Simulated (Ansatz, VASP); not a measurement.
**Cross-check of AlNi3 (AlNi3 (Pm-3m)) between VASP and Ansatz**

One calculation is typed for both programs; each brings its own data sets. How far apart do they land? The cell is taken from a series of runs on this material, whose earlier steps may have relaxed, scaled, displaced or heated it; both programs get it as it stands.

Program: Ansatz 0.2.0. Level of theory: plane waves, with VASP 6.6.1 beside it; relaxation of cell and atoms at r2SCAN. Results are calculated unless marked as measured.

### Step 1. Set-up

Symmetry: Pm-3m, No. 221, cubic system. Conventional cell: a = 3.523 Å, b = 3.523 Å, c = 3.523 Å, α = 90.00°, β = 90.00°, γ = 90.00°. Al has 12 Ni at 2.49 Å nearest. Nearest to Ni lie 8 Ni at 2.49 Å and 4 Al at 2.49 Å. Farther neighbours are not listed.

### Step 2. Ansatz: relaxation of cell and atoms, r2SCAN

Ansatz runs on its PAW soft_1 files.

The relaxed volume is the usual yardstick between codes: in a stiff, nearly cubic crystal its relative difference is about their pressure difference at one cell divided by the bulk modulus.

input.yaml reads:

```yaml
crystal:
  lattice:
    - [3.5230547, 0.0, 0.0]
    - [0.0, 3.5230547, 0.0]
    - [0.0, 0.0, 3.5230547]
  atoms:
    - { symbol: Al, position: [0.0, 0.0, 0.0] }
    - { symbol: Ni, position: [0.0, 0.5, 0.5], spin: 1.5 }
    - { symbol: Ni, position: [0.5, 0.0, 0.5], spin: 1.5 }
    - { symbol: Ni, position: [0.5, 0.5, 0.0], spin: 1.5 }
magnetization:
  spin_polarized: true
basis:
  ecutwfc: 500
  xc_grid: 2
hamiltonian:
  xc: r2scan
  pseudopotentials: { kind: paw, azcp: { folder: soft_1 } }
kpoints:
  mp_grid: { grid: [11, 11, 11] }
scf:
  occupations: { method: fermi_dirac, width: 0.05 }
  max_iter: 150
output:
  forces: true
  stress: true
relax:
  f_tol: 0.01
  max_steps: 60
  cell: {}
checkpoint:
  write: "../r2scan.run"
  compress: false
  write_wavefunctions: false
  write_every: 100000
```

The run is started by

```bash
ansatz run input.yaml --threads 4 --pin off --max-ram 6594MiB --backend cpu --events-out ev --progress --plain --runs-dir out
```

Numbers of over 12 decimals in the logs are rounded to 6 here.

Output:

```text
Engine: ansatz 0.2.0, x86_64-unknown-linux-gnu
Pseudopotentials: kind: paw
Pseudopotential: Al, paw, valence charge 3, recommended cutoff 500 eV (meta_gga), soft_1/Al.paw.azcp
Pseudopotential: Ni, paw, valence charge 18, recommended cutoff 500 eV (meta_gga), soft_1/Ni.paw.azcp
Functional definition: r2SCAN
  parameter k0 = 0.174
  parameter k1 = 0.065
  parameter a1 = 4.9479
  exchange = r2scan_x(k0 = k0, k1 = k1, a1 = a1)
  correlation = r2scan_c
Crystal: 4 atoms, lattice volume = 43.728 Å³
Basis set: ecut = 500 eV, 1141 PW (Γ), exchange–correlation on 54×54×54 points (8 copies of the dense FFT grid, shifted against one another)
Bands: 37, of which v1, the nominal top of the filled ones, is band 29 counted from 1 (28 counted from 0)
Symmetry: 48 space group operations
Space group: Pm-3m (ITA 221), of the structure as read, at distance tolerance 3.5e-5 Å
Magnetic group: BNS 221.92 (UNI 1594), of the structure as read, at distance tolerance 3.5e-5 Å
k-points: 56 of 1331
Non-local potential: Al, projectors of the file, l = 0: 2, l = 1: 2, l = 2: 1
Non-local potential: Ni, projectors of the file, l = 0: 3, l = 1: 2, l = 2: 3, l = 3: 1
PAW form: soft (Blöchl's): semilocal exchange-correlation on the pseudo side does not see the compensation charge
PAW frozen core: Al, regenerated for the run's functional (the file was generated under x = pbe(κ = 0.804, μ = 0.219515), c = pbe(β = 0.066725))
PAW frozen core: Ni, regenerated for the run's functional (the file was generated under x = pbe(κ = 0.804, μ = 0.219515), c = pbe(β = 0.066725))
PAW one-centre angular grid: Al, 302 points (default); XC on 160 Gauss nodes
PAW one-centre angular grid: Ni, 590 points (default); XC on 160 Gauss nodes
Initial density: superposition of atomic densities (chi_scale 0.1, normalization cell)
Starting moments: Σ|m| = 4.5 μB on 3 of 4 sites
Initial wavefunctions: pseudopotential atomic-orbital guess
Functional: x = r2scan, c = r2scan; τ floored in thin density (d = 2e-4 eV/Å³)
iter 1 solved again at ethr=2.56e-3 eV; its pass at ethr=3.10e-3 eV (dr2=1.46e0 eV) is discarded
SCF iter   1: F=—  HF=-18074.301823 eV  |F-HF|=—  |Δ(HF+E_count)|=         —  Δρ=6.95e-2 (↑6.95e-2 ↓3.05e-2)  dr2=1.50e0  dr2_τ=3.27e-2  dr2_m=5.94e-1  M=2.798 μB ∫|m|=3.438 μB  β_m=0.79  ethr=2.56e-3  ⟨swp⟩=3.0  Hψ=25748  notcnv=0
Mixer restart at iter 1: flushing history
preconditioner: auto → Kerker (q_TF=auto, 2.852 Å⁻¹)  [metal: Δε(μ)=0.009 eV  Ē_g=9.587 eV  σ=0.050 eV  W_gap=0.05  n_scr=18 (ndim 8)  ℏωp=32.3 eV  f_vac=0.000  D(μ)=4.98/eV (n_scr^D=80)]
spin=Collinear: Kerker preconditioning applied to the charge; magnetization (m = ρ↑ − ρ↓) channel mixes plain (no charge-response kernel on spin).
SCF iter   2: F=—  HF=-18074.211290 eV  |F-HF|=—  |Δ(HF+E_count)|=   9.05e-2  Δρ=3.04e-2 (↑1.71e-2 ↓3.04e-2)  dr2=2.51e-1  dr2_τ=5.84e-3  dr2_m=1.58e-1  M=2.344 μB ∫|m|=3.249 μB  β_m=1.00  ethr=2.56e-3  ⟨swp⟩=3.8  Hψ=7989  notcnv=0  defer=14  κ⁻¹=1.0e0(r=1)
SCF iter   3: F=—  HF=-18075.736466 eV  |F-HF|=—  |Δ(HF+E_count)|=         —  Δρ=8.15e-2 (↑8.15e-2 ↓3.86e-2)  dr2=7.98e-1  dr2_τ=7.38e-3  dr2_m=1.30e0  M=1.222 μB ∫|m|=2.145 μB  β_m=1.00  ethr=4.41e-4  ⟨swp⟩=3.7  Hψ=8550  notcnv=0  defer=247
Mixer restart at iter 3: flushing history
SCF iter   4: F=—  HF=-18078.633360 eV  |F-HF|=—  |Δ(HF+E_count)|=    2.90e0  Δρ=1.19e-1 (↑7.07e-2 ↓1.19e-1)  dr2=9.37e0  dr2_τ=8.02e-3  dr2_m=2.40e-1  M=0.876 μB ∫|m|=1.559 μB  β_m=1.00  ethr=8.77e-5  ⟨swp⟩=3.6  Hψ=11186  notcnv=0  defer=248
SCF iter   5: F=—  HF=-18077.802566 eV  |F-HF|=—  |Δ(HF+E_count)|=   8.31e-1  Δρ=2.23e-2 (↑2.17e-2 ↓2.23e-2)  dr2=8.73e-1  dr2_τ=3.06e-2  dr2_m=3.04e-4  M=0.934 μB ∫|m|=1.525 μB  β_m=1.00  ethr=8.77e-5  ⟨swp⟩=4.8  Hψ=13050  notcnv=0  defer=277  κ⁻¹=1.0e0(r=1)
SCF iter   6: F=—  HF=-18077.992070 eV  |F-HF|=—  |Δ(HF+E_count)|=   1.90e-1  Δρ=1.54e-2 (↑1.12e-2 ↓1.54e-2)  dr2=4.01e-1  dr2_τ=2.20e-4  dr2_m=2.69e-3  M=0.915 μB ∫|m|=1.457 μB  β_m=1.00  ethr=8.77e-5  ⟨swp⟩=3.1  Hψ=8691  notcnv=0  defer=273  κ⁻¹=1.1e-2(r=2)
SCF iter   7: F=—  HF=-18078.018402 eV  |F-HF|=—  |Δ(HF+E_count)|=   2.63e-2  Δρ=7.54e-3 (↑6.35e-3 ↓7.54e-3)  dr2=1.37e-1  dr2_τ=2.26e-4  dr2_m=6.67e-4  M=0.890 μB ∫|m|=1.380 μB  β_m=1.00  ethr=8.77e-5  ⟨swp⟩=2.6  Hψ=6887  notcnv=0  defer=273  κ⁻¹=1.0e-3(r=3)
[...]
preconditioner: auto → none  [metal: Δε(μ)=0.012 eV  Ē_g=9.668 eV  σ=0.050 eV  W_gap=0.06  n_scr=6 (ndim 8)  ℏωp=32.2 eV  f_vac=0.004  D(μ)=2.12/eV (n_scr^D=18)]
[...]
SCF 3 converged in 9 iterations: F = -18077.992493 eV  dr2 = 1.09e-7
relax step   3: F+E_penalty+E_count = -18077.99249279 eV  Δ(F+E_penalty+E_count) = -2.485e-5 eV  max|allowed force component| = 2.426e-29 eV/Å  Δτ_max = 0.0000 Å  P = +0.005 GPa  Ω = 43.879 Å³  energy of the carried Pulay correction = -1.084e-4 eV  (9 SCF iters, dr2 threshold 2.77e-7 eV, accepted)
Initial wavefunctions: pseudopotential atomic-orbital guess (no wavefunctions were taken with the density)
[...]
preconditioner: auto → none  [metal: Δε(μ)=0.012 eV  Ē_g=9.668 eV  σ=0.050 eV  W_gap=0.06  n_scr=6 (ndim 8)  ℏωp=32.2 eV  f_vac=0.004  D(μ)=2.11/eV (n_scr^D=18)]
SCF iter   2: F=—  HF=-18077.992611 eV  |F-HF|=—  |Δ(HF+E_count)|=   9.42e-7  Δρ=1.30e-5 (↑8.15e-6 ↓1.30e-5)  dr2=1.18e-7  dr2_τ=3.62e-9  dr2_m=2.70e-9  M=0.888 μB ∫|m|=1.342 μB  β_m=1.00  ethr=1.31e-9  ⟨swp⟩=2.0  Hψ=5874  notcnv=0  κ⁻¹=1.0e0(r=1)
SCF iter   3: F=—  HF=-18077.992611 eV  |F-HF|=—  |Δ(HF+E_count)|=   2.77e-8  Δρ=2.33e-6 (↑2.33e-6 ↓2.16e-6)  dr2=1.82e-9  dr2_τ=2.66e-10  dr2_m=6.18e-10  M=0.888 μB ∫|m|=1.342 μB  β_m=1.00  ethr=2.08e-10  ⟨swp⟩=2.3  Hψ=7021  notcnv=0  κ⁻¹=8.4e-4(r=2)
SCF iter   4: F=—  HF=-18077.992611 eV  |F-HF|=—  |Δ(HF+E_count)|=   4.01e-8  Δρ=2.43e-6 (↑2.43e-6 ↓1.63e-6)  dr2=1.47e-9  dr2_τ=1.39e-10  dr2_m=3.44e-10  M=0.888 μB ∫|m|=1.342 μB  β_m=1.00  ethr=3.19e-12  ⟨swp⟩=2.1  Hψ=7367  notcnv=0  κ⁻¹=4.5e-5(r=3)
SCF iter   5: F=—  HF=-18077.992611 eV  |F-HF|=—  |Δ(HF+E_count)|=   8.48e-8  Δρ=2.38e-6 (↑1.11e-6 ↓2.38e-6)  dr2=4.50e-9  dr2_τ=1.18e-11  dr2_m=2.12e-10  M=0.889 μB ∫|m|=1.342 μB  β_m=1.00  ethr=2.58e-12  ⟨swp⟩=2.4  Hψ=7494  notcnv=0  κ⁻¹=1.3e-5(r=4)
SCF iter   6: F=—  HF=-18077.992611 eV  |F-HF|=—  |Δ(HF+E_count)|=   3.34e-8  Δρ=3.89e-6 (↑2.31e-6 ↓3.89e-6)  dr2=1.03e-8  dr2_τ=7.40e-12  dr2_m=2.62e-10  M=0.889 μB ∫|m|=1.342 μB  β_m=1.00  ethr=2.58e-12  ⟨swp⟩=2.0  Hψ=5982  notcnv=0  κ⁻¹=2.2e-6(r=5)
SCF iter   7: F=—  HF=-18077.992611 eV  |F-HF|=—  |Δ(HF+E_count)|=   1.01e-8  Δρ=1.34e-6 (↑5.49e-7 ↓1.34e-6)  dr2=9.58e-10  dr2_τ=1.72e-12  dr2_m=7.21e-11  M=0.889 μB ∫|m|=1.342 μB  β_m=1.00  ethr=2.58e-12  ⟨swp⟩=2.0  Hψ=7391  notcnv=0  κ⁻¹=8.0e-7(r=6)
SCF iter   8: F=—  HF=-18077.992612 eV  |F-HF|=—  |Δ(HF+E_count)|=   8.73e-9  Δρ=8.87e-7 (↑5.67e-7 ↓8.87e-7)  dr2=4.91e-10  dr2_τ=7.09e-13  dr2_m=1.07e-11  M=0.889 μB ∫|m|=1.342 μB  β_m=1.00  ethr=1.68e-12  ⟨swp⟩=2.0  Hψ=7356  notcnv=0  κ⁻¹=1.4e-7(r=7)
SCF iter   9: F=—  HF=-18077.992612 eV  |F-HF|=—  |Δ(HF+E_count)|=  3.27e-11  Δρ=2.59e-7 (↑8.65e-8 ↓2.59e-7)  dr2=2.28e-11  dr2_τ=8.48e-14  dr2_m=3.64e-12  M=0.889 μB ∫|m|=1.342 μB  β_m=1.00  ethr=1.00e-12  ⟨swp⟩=2.0  Hψ=5457  notcnv=0  κ⁻¹=1.4e-7(r=8)
SCF iter  10: F=—  HF=-18077.992612 eV  |F-HF|=—  |Δ(HF+E_count)|=  3.64e-11  Δρ=5.01e-8 (↑3.19e-8 ↓5.01e-8)  dr2=9.20e-13  dr2_τ=2.70e-14  dr2_m=4.32e-14  M=0.889 μB ∫|m|=1.342 μB  β_m=1.00  ethr=1.00e-12  ⟨swp⟩=1.6  Hψ=4991  notcnv=0  κ⁻¹=5.3e-7(r=8)
SCF iter  11: F=-18077.992612 eV  HF=-18077.992612 eV  |F-HF|=7.28e-12  |Δ(HF+E_count)|=  2.55e-11  Δρ=4.92e-8 (↑1.89e-8 ↓4.92e-8)  dr2=1.32e-12  dr2_τ=2.76e-15  dr2_m=1.06e-13  M=0.889 μB ∫|m|=1.342 μB  ethr=1.00e-12  ⟨swp⟩=2.9  Hψ=13212  notcnv=0
SCF 4 converged in 11 iterations: F = -18077.992612 eV  dr2 = 1.32e-12
relax step   4: F+E_penalty+E_count = -18077.99261150 eV  Δ(F+E_penalty+E_count) = -1.187e-4 eV  max|allowed force component| = 4.142e-29 eV/Å  Δτ_max = 0.0000 Å  P = +0.009 GPa  Ω = 43.879 Å³  stress off target by 9.20e-3 GPa  SCF on the basis re-selected at this cell (its energy is not comparable with the rows above)  (11 SCF iters)
basis re-selected at this cell: Δ(F+E_penalty+E_count) = -1.187e-4 eV, ΔP = +0.004 GPa vs the last step (what re-selecting the basis moved, of the pressure what is left beyond the Pulay correction that the steps carried, after the strain that the cell walked since its last selection, with what the two solves' SCF thresholds leave and, on support functions, any second-order correction that the steps lacked; it is no m [...]
SCF converged after 11 iterations
Stability not checked: this state was not tested for a lower state beside it, because the mixer in use, unlike msr1, does not test its closes by its own steps (another_mixer; see scf.mixing.algorithm and scf.lower_state_search)
Magnetization: 0.8886 μB (28.9443 up, 28.0557 down)
Absolute magnetization: 1.3415 μB (∫|ρ↑−ρ↓|, with the PAW one-centre terms)
Spin contamination: 0.0417 ħ² per cell (⟨S²⟩ above its minimum at these occupations)
Per-site moments (μB) at R_I (Å): [(-0.033010, 1.028794), (0.357841, 1.028794), (0.357841, 1.028794), (0.357841, 1.028794)]
Free energy (F): -18077.992612 eV
Harris-Foulkes:  -18077.992612 eV  (|F-HF|=7.28e-12)
Internal energy: -18077.975133 eV  (E = F + TS)
E sigma→0 (E₀):  -18077.983872 eV
Entropy (-TS):   -0.017478 eV (-4.370 meV/atom)
Fermi energy:    16.121449 eV
--- Per-component energies (eV) ---
  E_band       = -992.902365
  E_kinetic    = 1049.318624
  E_local      = -9800.824686  (includes V_loc(G=0)·N_el)
  E_nonlocal   = -333.146276
  E_hartree    = 5235.902742
  E_xc         = -364.697053
  E_vxc        = -518.495482  (∫ρ·V_xc dr)
  E_paw        = -5485.046111  (= ΣΔE_a)
  E_vpaw       = -1896.181969  (= ΣTr[D̂ρ^β])
  E_aug_tail   = 0.001478  (compensation charges beyond the density's cutoff)
  E_vtau       = 34.620628  (kinetic-family band-sum trace: ∫τ·v_τ [+ j·A + Jᵃ·Aᵃ] dr)
  E_ewald      = -8378.523540
  E_core_change = -0.960310  (= ΣΔE_core)
  E_smearing   = -0.017478  (= −TS)
  E_closure    = 0.000000  (closes the sum)
  Σ components = -18077.992612   (vs F -18077.992612, Δ=0.00e0)
--- Forces (eV/Å), atoms counted from 1 ---
  atom   1  Al    -0.00000000     0.00000000    -0.00000000
  atom   2  Ni     0.00000000    -0.00000000     0.00000000
  atom   3  Ni     0.00000000     0.00000000     0.00000000
  atom   4  Ni     0.00000000    -0.00000000     0.00000000
  max |Σ_I F_I| component: 1.64e-28 eV/Å
--- Stress (GPa, compression-positive) ---
        0.009202      -0.000000       0.000000
       -0.000000       0.009202       0.000000
        0.000000       0.000000       0.009202
  P = ⅓ Tr σ = 0.0092 GPa (0.092 kbar)
--- Relaxed structure (3 steps of the walk, 3 accepted, 1 SCFs on fresh bases) ---
  F+E_penalty+E_count = -18077.99261150 eV   max|allowed force component| = 4.142e-29 eV/Å   (the final SCF, on the basis selected at the relaxed cell)
  cell:  # Å, volume = 43.8792 Å³
    - [3.527115, 0, 0]
    - [0, 3.527115, 0.0]
    - [0, 0.0, 3.527115]
  atoms:
    - { symbol: Al, position: [0, 0, 0] }
    - { symbol: Ni, position: [0, 0.5, 0.5] }
    - { symbol: Ni, position: [0.5, 0, 0.5] }
    - { symbol: Ni, position: [0.5, 0.5, 0.0] }
```

(Part 1 of 2 ends here.)

[Lines on the potential files, build, host, timing and source positions are cut from VASP's logs without a mark.]

[Logs are printed without paths, hosts, clocks, repeated set-up lines and the standing remarks that a program may print on its own settings, such as how far it seeks lower states.]

[Hosts, paths, dates, database ids (printed as entryN), source tags and the programs' standing remarks are cut or masked in the printed files.]
